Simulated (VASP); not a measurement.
```xyz
2
Lattice="0.0000 2.7692 2.7692 2.7692 0.0000 2.7692 2.7692 2.7692 0.0000" Properties=species:S:1:pos:R:3 pbc="T T T"
Al     0.0000     0.0000     0.0000
P      1.3846     1.3846     1.3846
```

The numbers are results of RPBE GGA, VASP's PBE PAW potentials (set 64) (plane waves; VASP), not measurements. Settings: 520 eV cut-off, 9×9×9 Γ-centred mesh, tetrahedra with Blöchl corrections, potentials Al P.

Task: Predict the energy per atom (σ→0).

Result: 
```yaml
energy per atom (σ→0): -4.918 eV/atom
```

Only differences to runs with the same potentials and settings are physical.

The compound is AlP in the zinc blende structure. It was relaxed first.
